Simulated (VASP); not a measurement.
Input:

```
Cu
1.0
   -2.24515     2.24515     1.22498
    2.24515    -2.24515     1.22498
    2.24515     2.24515    -1.22498
Cu
2
Direct
  0.75000   0.25000   0.50000
  0.00000   0.00000   0.00000
```

The numbers are results of PBEsol GGA, VASP's PBE PAW potentials (set 64) (plane waves; VASP 6.6.1), not measurements. Settings: 400 eV cut-off, 15×15×15 Γ-centred mesh, first-order Methfessel-Paxton smearing of 0.10 eV, potentials Cu.

Task: The ions, cell shape and volume are relaxed. Which structure does the run end with?

Result: 
```
Cu
1.0
   -2.27277     2.27277     1.20230
    2.27277    -2.27277     1.20230
    2.27277     2.27277    -1.20230
Cu
2
Cartesian
  0.00000   2.27277   0.60115
  0.00000   0.00000   0.00000
```
Space group I4_1/amd (141), at a tolerance of 0.03 Å.

Task: How do energy and volume change from the first to the last step?

Result: The energy (σ→0) changes by -6.3 meV/atom and the volume by +0.6 %, in 5 ionic steps.

The structure was generated: Cu was put into the beta-Sn type (I4_1/amd), which need not be its known phase. This run relaxes it. Symmetry was kept, so distortions that lower it aren't found.
